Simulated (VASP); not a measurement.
Energy against volume of SiC (zinc blende). Computed with PBE0 hybrid, VASP's PBE PAW potentials (set 64) (plane waves; VASP). Run with 520 eV cut-off, 8×8×8 Γ-centred mesh, Gaussian smearing of 0.050 eV, potentials Si C.

```tsv
V (Å³/atom)	E (eV/atom)
9.869	-9.22461
10.184	-9.23574
10.499	-9.23226
10.814	-9.21617
```

### Question
Fit these four points and predict the energy of the run at 9.554 Å³/atom.

### Answer
A cubic in V^(−2/3), the third-order Birch-Murnaghan form, passes through the four points with V0 = 10.26 Å³/atom and B0 = 233 GPa, and gives -9.1966 eV/atom there. The run gave -9.1965 eV/atom, +0.0 meV/atom from the fit; all five points give B0 = 233 GPa.

The compound is SiC in the zinc blende structure. It was relaxed first. The cell's shape comes from a PBE relaxation.
